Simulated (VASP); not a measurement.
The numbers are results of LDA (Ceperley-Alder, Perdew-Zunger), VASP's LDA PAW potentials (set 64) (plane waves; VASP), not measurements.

Input for VASP

INCAR:
```
SYSTEM = WS2
PREC = Accurate
ENCUT = 300
EDIFF = 1E-6
NELM = 100
ALGO = Normal
LREAL = .FALSE.
LASPH = .TRUE.
ISMEAR = -1
SIGMA = 0.05
LMAXMIX = 6
LWAVE = .FALSE.
LCHARG = .FALSE.
ISIF = 2
```

### POSCAR
```
WS2
3.150
  0.5000000000  -0.8660253968   0.0000000000
  0.5000000000   0.8660253968   0.0000000000
  0.0000000000   0.0000000000   3.9111111111
W S
2 4
direct
  0.3333330000   0.6666670000   0.2500000000
  0.6666670000   0.3333330000   0.7500000000
  0.3333330000   0.6666670000   0.8780000000
  0.6666670000   0.3333330000   0.3780000000
  0.6666670000   0.3333330000   0.1220000000
  0.3333330000   0.6666670000   0.6220000000
```

**KPOINTS**
```
K-points
0
Gamma
  6 6 2
0 0 0
```

POTCAR, in this order: W_sv S (LDA.64 set). Program: vasp_std.

At this cut-off the stress carries a Pulay error, which pulls relaxed volumes low.

Task: What does the run give for the energy per atom (σ→0), pressure, largest force?

Result: 
```json
{
  "energy per atom (σ→0)": "-8746 meV/atom",
  "pressure": "-4.35 GPa",
  "largest_force": "0.393 eV/Å"
}
```

File OSZICAR:
```
...
DAV:   8    -0.524770108628E+02    0.15255E+00   -0.68050E-01  1133   0.472E+00    0.183E+00
DAV:   9    -0.524776837214E+02   -0.67286E-03   -0.62544E-02  1122   0.122E+00    0.843E-01
DAV:  10    -0.524752506197E+02    0.24331E-02   -0.24093E-02  1094   0.968E-01    0.268E-01
DAV:  11    -0.524750474469E+02    0.20317E-03   -0.29276E-03  1062   0.312E-01    0.131E-01
DAV:  12    -0.524750124886E+02    0.34958E-04   -0.14243E-04  1083   0.734E-02    0.560E-02
DAV:  13    -0.524750079929E+02    0.44957E-05   -0.76235E-05  1062   0.465E-02    0.999E-03
DAV:  14    -0.524750081050E+02   -0.11207E-06   -0.41880E-06   917   0.115E-02
   1 F= -.52475008E+02 E0= -.52475004E+02  d E =-.779960E-05
```

The structure is a typed WS2 crystal. The cell was not relaxed at this level.
